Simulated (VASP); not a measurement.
## SiC (Moissanite): what moves the LDA gap besides the functional

How far does the LDA gap of SiC (Moissanite) depend on cutoff, mesh and cell? The starting structure is a measured crystal structure from the Crystallography Open Database. The atoms were first relaxed with LDA in that cell, in a run that isn't shown, and the relaxed structure is the one below.

Program: VASP 6.6.1. Level of theory: Kohn-Sham DFT with plane waves and PAW; LDA. Results are calculated unless marked as measured.

## (1) Set-up

It takes space group P6_3mc (No. 186, hexagonal). Conventional cell: a = 3.081 Å, b = 3.081 Å, c = 15.125 Å, α = 90.00°, β = 90.00°, γ = 120.00°. Si has 4 C at 1.89 Å nearest. Nearest to Si lie 4 C at 1.89 to 1.90 Å. Nearest to C lie 4 Si at 1.89 to 1.90 Å. Nearest to C lie 4 Si at 1.89 Å. C has 4 Si at 1.89 Å nearest. Farther neighbours are not listed.

Structure file:

```cif
data_structure
_symmetry_space_group_name_H-M 'P6_3mc'
_symmetry_Int_Tables_number 186
_cell_length_a 3.0810
_cell_length_b 3.0810
_cell_length_c 15.1248
_cell_angle_alpha 90.000
_cell_angle_beta 90.000
_cell_angle_gamma 120.000
_cell_volume 124.34
loop_
_atom_site_label
_atom_site_type_symbol
_atom_site_symmetry_multiplicity
_atom_site_Wyckoff_symbol
_atom_site_fract_x
_atom_site_fract_y
_atom_site_fract_z
_atom_site_occupancy
Si1 Si 2 b 0.33333 0.66667 0.83298 1
Si2 Si 2 b 0.66667 0.33333 0.66648 1
Si3 Si 2 a 0.00000 0.00000 0.49973 1
C1 C 2 a 0.00000 0.00000 0.87439 1
C2 C 2 b 0.33333 0.66667 0.70800 1
C3 C 2 b 0.66667 0.33333 0.54152 1
```

## (2) Reference bands

INCAR

```
SYSTEM = SiC
PREC = Accurate
ENCUT = 460
EDIFF = 1E-06
NELM = 100
ISMEAR = 0
SIGMA = 0.03
LREAL = .FALSE.
ALGO = Normal
GGA = CA
NBANDS = 52
LORBIT = 11
LWAVE = .FALSE.
LCHARG = .FALSE.
KPAR = 16
LASPH = .TRUE.
```

POSCAR

```
SiC
1.0
    3.0810000000      0.0000000000      0.0000000000
   -1.5405000000      2.6682242691      0.0000000000
    0.0000000000      0.0000000000     15.1248000000
Si C
6 6
Direct
    0.3333333333      0.6666666667      0.8329767768
    0.6666666667      0.3333333333      0.3329767768
    0.6666666667      0.3333333333      0.6664786226
    0.3333333333      0.6666666667      0.1664786226
    0.0000000000      0.0000000000      0.4997322438
    0.0000000000      0.0000000000      0.9997322438
    0.0000000000      0.0000000000      0.8743897379
    0.0000000000      0.0000000000      0.3743897379
    0.3333333333      0.6666666667      0.7079995827
    0.6666666667      0.3333333333      0.2079995827
    0.6666666667      0.3333333333      0.5415230361
    0.3333333333      0.6666666667      0.0415230361
```

KPOINTS

```
Automatic mesh
0
Gamma
9 9 2
0 0 0
```

KPOINTS_OPT

```
Line mode
8
Line-mode
Reciprocal
  0.00000000   0.00000000   0.00000000 GAMMA
  0.50000000   0.00000000   0.00000000 M

  0.50000000   0.00000000   0.00000000 M
  0.33333333   0.33333333   0.00000000 K

  0.33333333   0.33333333   0.00000000 K
  0.00000000   0.00000000   0.00000000 GAMMA

  0.00000000   0.00000000   0.00000000 GAMMA
  0.00000000   0.00000000   0.50000000 A

  0.00000000   0.00000000   0.50000000 A
  0.50000000   0.00000000   0.50000000 L

  0.50000000   0.00000000   0.50000000 L
  0.33333333   0.33333333   0.50000000 H

  0.33333333   0.33333333   0.50000000 H
  0.00000000   0.00000000   0.50000000 A

  0.50000000   0.00000000   0.50000000 L
  0.50000000   0.00000000   0.00000000 M

  0.33333333   0.33333333   0.00000000 K
  0.33333333   0.33333333   0.50000000 H
```

Potentials, in the order of the species: Si and C (LDA family, release 64).

The run is started by

```sh
$ mpirun -np 16 vasp_std
```

Log:

```text
[banner, memory and clock lines left out]
running   16 mpi-ranks, on    1 nodes
 distrk:  each k-point on    1 cores,   16 groups
 distr:  one band on    1 cores,    1 groups

 POSCAR found type information on POSCAR SiC
 POSCAR found :  2 types and      12 ions
|                                                                             |
|           W    W    AA    RRRRR   N    N  II  N    N   GGGG   !!!           |
|           W    W   A  A   R    R  NN   N  II  NN   N  G    G  !!!           |
|           W    W  A    A  R    R  N N  N  II  N N  N  G       !!!           |
|           W WW W  AAAAAA  RRRRR   N  N N  II  N  N N  G  GGG   !            |
|           WW  WW  A    A  R   R   N   NN  II  N   NN  G    G                |
|           W    W  A    A  R    R  N    N  II  N    N   GGGG   !!!           |
|                                                                             |
|     For optimal performance we recommend to set                             |
|       NCORE = 2 up to number-of-cores-per-socket                            |
|     NCORE specifies how many cores store one orbital (NPAR=cpu/NCORE).      |
|     This setting can greatly improve the performance of VASP for DFT.       |
|     The default, NCORE=1 might be grossly inefficient on modern             |
|     multi-core architectures or massively parallel machines. Do your        |
|     Unfortunately you need to use the default for GW and RPA                |
|     calculations (for HF NCORE is supported but not extensively tested      |
|     yet).                                                                   |
|                                                                             |

 LDA part: xc-table for (Slater(with rela. corr.)+CA(PZ))
 , standard interpolation
 POSCAR, INCAR and KPOINTS ok, starting setup
 FFT: planning ... GRIDC
 FFT: planning ... GRID_SOFT
 FFT: planning ... GRID
 WAVECAR not read
 entering main loop
       N       E                     dE             d eps       ncg     rms          rms(c)
DAV:   1     0.720933830442E+02    0.72093E+02   -0.18790E+04  2496   0.742E+02
DAV:   2    -0.102987920024E+03   -0.17508E+03   -0.16411E+03  3120   0.162E+02
DAV:   3    -0.111928390744E+03   -0.89405E+01   -0.88389E+01  3192   0.312E+01
DAV:   4    -0.112011284820E+03   -0.82894E-01   -0.82820E-01  3080   0.361E+00
DAV:   5    -0.112012080448E+03   -0.79563E-03   -0.79550E-03  3044   0.341E-01    0.222E+01
DAV:   6    -0.100233924981E+03    0.11778E+02   -0.17087E+01  3004   0.150E+01    0.104E+01
DAV:   7    -0.999849446947E+02    0.24898E+00   -0.38245E+00  3096   0.630E+00    0.415E+00
DAV:   8    -0.998706723298E+02    0.11427E+00   -0.18551E-01  2876   0.142E+00    0.160E+00
DAV:   9    -0.998453160764E+02    0.25356E-01   -0.28674E-02  2932   0.663E-01    0.179E-01
DAV:  10    -0.998455075049E+02   -0.19143E-03   -0.16007E-03  3028   0.134E-01    0.116E-01
DAV:  11    -0.998455640180E+02   -0.56513E-04   -0.97820E-05  2880   0.368E-02    0.312E-02
DAV:  12    -0.998455375977E+02    0.26420E-04   -0.57928E-05  2928   0.275E-02    0.205E-02
DAV:  13    -0.998455361559E+02    0.14418E-05   -0.46620E-06  2944   0.858E-03    0.727E-03
DAV:  14    -0.998455361581E+02   -0.21937E-08   -0.42555E-07  1516   0.221E-03
   1 F= -.99845536E+02 E0= -.99845536E+02  d E =-.198987E-13
 Start KPOINTS_OPT (optional k-point list driver)
k-point batch [1-24\72]
       N       E                     dE             ncg
DAV:   1     0.667724949426E+04   -0.22149E+05     2496
DAV:   2     0.278442412662E+04   -0.38928E+04     3092
DAV:   3     0.259077273343E+04   -0.19365E+03     3168
DAV:   4     0.258904419024E+04   -0.17285E+01     3128
DAV:   5     0.258902725456E+04   -0.16936E-01     3116
DAV:   6     0.258902702608E+04   -0.22848E-03     3156
DAV:   7     0.258902702266E+04   -0.34205E-05     2724
DAV:   8     0.258902702249E+04   -0.16585E-06     2388
[...]
k-point batch [49-72\72]
       N       E                     dE             ncg
DAV:   1     0.619269522942E+04   -0.30582E+05     2496
DAV:   2     0.248777438602E+04   -0.37049E+04     3036
DAV:   3     0.231422481762E+04   -0.17355E+03     3232
DAV:   4     0.231274206548E+04   -0.14828E+01     3180
DAV:   5     0.231272823199E+04   -0.13833E-01     3152
DAV:   6     0.231272805842E+04   -0.17357E-03     3200
DAV:   7     0.231272805610E+04   -0.23220E-05     2676
DAV:   8     0.231272805595E+04   -0.14444E-06     2412
```

Run time: 33 s. Hardware: 16 MPI ranks of Intel Xeon 6975P-C (Granite Rapids), shared host; peak memory 5.2 GiB.

The logs omit lines about the potential files and the build; timing stands in the text.

From OUTCAR (step 2):

```text
ion  position               nearest neighbor table
   1  0.333  0.667  0.833-   7 1.89   7 1.89   7 1.89   9 1.89   3 3.08   3 3.08   3 3.08   6 3.09
                             6 3.09   6 3.09
   2  0.667  0.333  0.333-   8 1.89   8 1.89   8 1.89  10 1.89   4 3.08   4 3.08   4 3.08   5 3.09
                             5 3.09   5 3.09
   3  0.667  0.333  0.666-   9 1.89   9 1.89   9 1.89  11 1.89   1 3.08   1 3.08   1 3.08   5 3.09
                             5 3.09   5 3.09
   4  0.333  0.667  0.166-  10 1.89  10 1.89  10 1.89  12 1.89   2 3.08   2 3.08   2 3.08   6 3.09
                             6 3.09   6 3.09
   5  0.000  0.000  0.500-  11 1.89  11 1.89  11 1.89   8 1.90   3 3.09   3 3.09   3 3.09   2 3.09
                             2 3.09   2 3.09
   6  0.000  0.000  1.000-  12 1.89  12 1.89  12 1.89   7 1.90   4 3.09   4 3.09   4 3.09   1 3.09
                             1 3.09   1 3.09
   7  0.000  0.000  0.874-   1 1.89   1 1.89   1 1.89   6 1.90
   8  0.000  0.000  0.374-   2 1.89   2 1.89   2 1.89   5 1.90
   9  0.333  0.667  0.708-   3 1.89   3 1.89   3 1.89   1 1.89
  10  0.667  0.333  0.208-   4 1.89   4 1.89   4 1.89   2 1.89
  11  0.667  0.333  0.542-   5 1.89   5 1.89   5 1.89   3 1.89
  12  0.333  0.667  0.042-   6 1.89   6 1.89   6 1.89   4 1.89

  LATTYP: Found a hexagonal cell.
 ALAT       =     3.0810000000
 C/A-ratio  =     4.9090555015

 Subroutine GETGRP returns: Found 12 space group operations
 (whereof  6 operations were pure point group operations)

The static configuration has the point symmetry C_3v.
 The point group associated with its full space group is C_6v.

 Found     24 irreducible k-points:

   k-points           NKPTS =     24   k-points in BZ     NKDIM =     24   number of bands    NBANDS=     52

   dimension x,y,z NGX =    24 NGY =   24 NGZ =  108
   dimension x,y,z NGXF=    48 NGYF=   48 NGZF=  216

   ENCUT  =  460.0 eV  33.81 Ry    5.81 a.u.   5.39  5.39 26.45*2*pi/ulx,y,z

   NELECT =      48.0000    total number of electrons

 k-points in reciprocal lattice and weights: Automatic mesh
   0.00000000  0.00000000  0.00000000       0.006
   0.11111111 -0.00000000  0.00000000       0.037
   0.22222222 -0.00000000  0.00000000       0.037
   0.33333333 -0.00000000  0.00000000       0.037
   0.44444444 -0.00000000  0.00000000       0.037
   0.11111111  0.11111111  0.00000000       0.037
   0.22222222  0.11111111  0.00000000       0.074
   0.33333333  0.11111111  0.00000000       0.074
   0.44444444  0.11111111  0.00000000       0.037
[...]
0.33333333  0.22222222  0.50000000       0.074
   0.33333333  0.33333333  0.50000000       0.012

 average (electrostatic) potential at core
       1 -81.9276       2 -81.9276       3 -81.9441       4 -81.9441       5 -81.9931
       6 -81.9931       7 -49.0274       8 -49.0274       9 -49.0402      10 -49.0402
      11 -49.1005      12 -49.1005

 E-fermi :   8.2359

 k-point     1 :       0.0000    0.0000    0.0000
  band No.  band energies     occupation
    ...
     20       7.7888      2.00000
     21       7.7888      2.00000
     22       8.0498      2.00000
     23       8.0918      2.00000
     24       8.0918      2.00000
     25      13.2196      0.00000
     26      13.3875      0.00000
     27      13.7962      0.00000
     28      14.3130      0.00000
     29      14.4170      0.00000
    ...

 k-point     2 :       0.1111   -0.0000    0.0000
  band No.  band energies     occupation
    ...
     20       7.3616      2.00000
     21       7.5386      2.00000
     22       7.5913      2.00000
     23       7.9140      2.00000
     24       7.9979      2.00000
     25      13.3907      0.00000
     26      13.6674      0.00000
     27      13.7883      0.00000
     28      14.3416      0.00000
     29      14.4940      0.00000
    ...

 k-point     3 :       0.2222   -0.0000    0.0000
  band No.  band energies     occupation
    ...
     20       6.4853      2.00000
     21       7.0735      2.00000
     22       7.1052      2.00000
     23       7.5115      2.00000
     24       7.6626      2.00000
     25      12.0059      0.00000
     26      12.3077      0.00000
     27      12.6274      0.00000
     28      13.2947      0.00000
     29      13.9664      0.00000
    ...

  Total       -3.4301094     -3.4301094     -3.5745954      0.0000000     -0.0000000      0.0000000
  in kB      -44.1992490    -44.1992490    -46.0610470      0.0000000     -0.0000000      0.0000000
  external PRESSURE =     -44.8198483 kB  Pullay stress =       0.0000000 kB

  energy-cutoff  :      460.00
  volume of cell :      124.34
      direct lattice vectors                 reciprocal lattice vectors
     3.081000000  0.000000000  0.000000000     0.324569945  0.187390545  0.000000000
    -1.540500000  2.668224269  0.000000000     0.000000000  0.374781090  0.000000000
     0.000000000  0.000000000 15.124800000     0.000000000  0.000000000  0.066116577

 POSITION                                       TOTAL-FORCE (eV/Angst)
 -----------------------------------------------------------------------------------
     -0.00000      1.77882     12.59861         0.000000     -0.000000      0.000234
      1.54050      0.88941      5.03621        -0.000000      0.000000      0.000234
      1.54050      0.88941     10.08036         0.000000     -0.000000      0.005154
     -0.00000      1.77882      2.51796        -0.000000     -0.000000      0.005154
      0.00000      0.00000      7.55835        -0.000000      0.000000      0.001774
      0.00000      0.00000     15.12075        -0.000000     -0.000000      0.001774
      0.00000      0.00000     13.22497        -0.000000      0.000000     -0.006823
      0.00000      0.00000      5.66257         0.000000     -0.000000     -0.006823
     -0.00000      1.77882     10.70835        -0.000000     -0.000000      0.000369
      1.54050      0.88941      3.14595         0.000000     -0.000000      0.000369
      1.54050      0.88941      8.19043         0.000000      0.000000     -0.000709
     -0.00000      1.77882      0.62803        -0.000000     -0.000000     -0.000709
 -----------------------------------------------------------------------------------
    total drift:                                0.000000      0.000000      0.000025

  FREE ENERGIE OF THE ION-ELECTRON SYSTEM (eV)
  ---------------------------------------------------
  free  energy   TOTEN  =       -99.8455361581 eV

  energy  without entropy=      -99.8455361581  energy(sigma->0) =      -99.84553616

 total charge
# of ion       s       p       d       tot
------------------------------------------
    1        0.713   0.978   0.000   1.692
    2        0.713   0.978   0.000   1.692
    3        0.713   0.981   0.000   1.694
    4        0.713   0.981   0.000   1.694
    5        0.713   0.980   0.000   1.692
    6        0.713   0.980   0.000   1.692
    7        0.830   1.709   0.000   2.540
    8        0.830   1.709   0.000   2.540
    9        0.830   1.709   0.000   2.539
   10        0.830   1.709   0.000   2.539
   11        0.830   1.708   0.000   2.538
   12        0.830   1.708   0.000   2.538
--------------------------------------------------
tot          9.257  16.133   0.000  25.390

[... 3 further parts left out ...]
```

At this level the cell is under a tension of 4.5 GPa, so at these settings it is away from equilibrium.

The reference gap is 1.962 eV.

## (3) Bands with cell and atoms relaxed by LDA

Against step 2 the input has another starting structure. The cell comes from a relaxation at this level, not shown (121.88 Å³).

INCAR is that of step 2.

POSCAR

```
SiC
1.0
    3.0608902240      0.0000000000      0.0000000000
   -1.5304451120      2.6508086923      0.0000000000
    0.0000000000      0.0000000000     15.0217764700
Si C
6 6
Direct
    0.3333333333      0.6666666667      0.8329772676
    0.6666666667      0.3333333333      0.3329772676
    0.6666666667      0.3333333333      0.6664863915
    0.3333333333      0.6666666667      0.1664863915
    0.0000000000      0.0000000000      0.4997347339
    0.0000000000      0.0000000000      0.9997347339
    0.0000000000      0.0000000000      0.8743798145
    0.0000000000      0.0000000000      0.3743798145
    0.3333333333      0.6666666667      0.7080005648
    0.6666666667      0.3333333333      0.2080005648
    0.6666666667      0.3333333333      0.5415212276
    0.3333333333      0.6666666667      0.0415212276
```

KPOINTS is that of step 2.

KPOINTS_OPT is that of step 2.

The run is started by

```sh
$ mpirun -np 16 vasp_std
```

Log:

```text
[banner, memory and clock lines left out]
running   16 mpi-ranks, on    1 nodes
[...]
[... a notice as in an earlier step ...]

 LDA part: xc-table for (Slater(with rela. corr.)+CA(PZ))
 , standard interpolation
 POSCAR, INCAR and KPOINTS ok, starting setup
[...]
entering main loop
       N       E                     dE             d eps       ncg     rms          rms(c)
DAV:   1     0.729290640258E+02    0.72929E+02   -0.19053E+04  2504   0.747E+02
DAV:   2    -0.103378568018E+03   -0.17631E+03   -0.16580E+03  3092   0.163E+02
DAV:   3    -0.112332136532E+03   -0.89536E+01   -0.88535E+01  3192   0.315E+01
DAV:   4    -0.112412707741E+03   -0.80571E-01   -0.80498E-01  3052   0.359E+00
[...]
DAV:  12    -0.998786740528E+02    0.23626E-04   -0.53386E-05  2952   0.266E-02    0.207E-02
DAV:  13    -0.998786724610E+02    0.15918E-05   -0.46349E-06  2932   0.863E-03    0.724E-03
DAV:  14    -0.998786724938E+02   -0.32852E-07   -0.36921E-07  1564   0.213E-03
   1 F= -.99878672E+02 E0= -.99878672E+02  d E =-.254832E-19
 Start KPOINTS_OPT (optional k-point list driver)
k-point batch [1-24\72]
       N       E                     dE             ncg
DAV:   1     0.691928793357E+04   -0.22089E+05     2496
DAV:   2     0.298790536660E+04   -0.39314E+04     3128
DAV:   3     0.279422076857E+04   -0.19368E+03     3168
DAV:   4     0.279253864417E+04   -0.16821E+01     3136
DAV:   5     0.279252264419E+04   -0.16000E-01     3144
DAV:   6     0.279252243297E+04   -0.21122E-03     3140
DAV:   7     0.279252242987E+04   -0.30958E-05     2760
DAV:   8     0.279252242972E+04   -0.14834E-06     2412
[...]
k-point batch [49-72\72]
       N       E                     dE             ncg
DAV:   1     0.645441606064E+04   -0.30620E+05     2496
DAV:   2     0.268929081838E+04   -0.37651E+04     3052
DAV:   3     0.251523399366E+04   -0.17406E+03     3208
DAV:   4     0.251378192278E+04   -0.14521E+01     3156
DAV:   5     0.251376868258E+04   -0.13240E-01     3212
DAV:   6     0.251376852124E+04   -0.16134E-03     3144
DAV:   7     0.251376851916E+04   -0.20865E-05     2728
DAV:   8     0.251376851902E+04   -0.13675E-06     2380
```

Elapsed: 23 s, on 16 MPI ranks; peak memory 5.2 GiB; 4.8 min of CPU time.

Parts of OUTCAR (step 3):

```text
  Total       -0.0495841     -0.0495841     -0.1139251      0.0000000      0.0000000     -0.0000000
  in kB       -0.6517870     -0.6517870     -1.4975539      0.0000000      0.0000000     -0.0000000
  external PRESSURE =      -0.9337093 kB  Pullay stress =       0.0000000 kB

 POSITION                                       TOTAL-FORCE (eV/Angst)
 -----------------------------------------------------------------------------------
     -0.00000      1.76721     12.51280        -0.000000     -0.000000      0.003500
      1.53045      0.88360      5.00191         0.000000      0.000000      0.003500
      1.53045      0.88360     10.01181        -0.000000      0.000000      0.005617
     -0.00000      1.76721      2.50092         0.000000     -0.000000      0.005617
      0.00000      0.00000      7.50690        -0.000000     -0.000000     -0.004074
      0.00000      0.00000     15.01779         0.000000      0.000000     -0.004074
      0.00000      0.00000     13.13474         0.000000     -0.000000     -0.002061
      0.00000      0.00000      5.62385         0.000000      0.000000     -0.002061
     -0.00000      1.76721     10.63543        -0.000000      0.000000     -0.001868
      1.53045      0.88360      3.12454         0.000000     -0.000000     -0.001868
      1.53045      0.88360      8.13461         0.000000     -0.000000     -0.001113
     -0.00000      1.76721      0.62372        -0.000000      0.000000     -0.001113
 -----------------------------------------------------------------------------------
    total drift:                               -0.000000     -0.000000      0.000202

  FREE ENERGIE OF THE ION-ELECTRON SYSTEM (eV)
  ---------------------------------------------------
  free  energy   TOTEN  =       -99.8786724938 eV

  energy  without entropy=      -99.8786724938  energy(sigma->0) =      -99.87867249

[... 1 part as in an earlier step ...]

[... 2 further parts left out ...]
[key lines of the parts left out:]
E-fermi :   8.5015
```

With cell and atoms relaxed by LDA the gap is 1.960 eV, -0.002 eV from the reference.

[end of part 1 of 2]

[Lines on the potential files, build, host, timing and source positions are cut from VASP's logs without a mark.]

[Logs are printed without paths, hosts, clocks, repeated set-up lines and the standing remarks that a program may print on its own settings, such as how far it seeks lower states.]

[Hosts, paths, dates, database ids (printed as entryN), source tags and the programs' standing remarks are cut or masked in the printed files.]
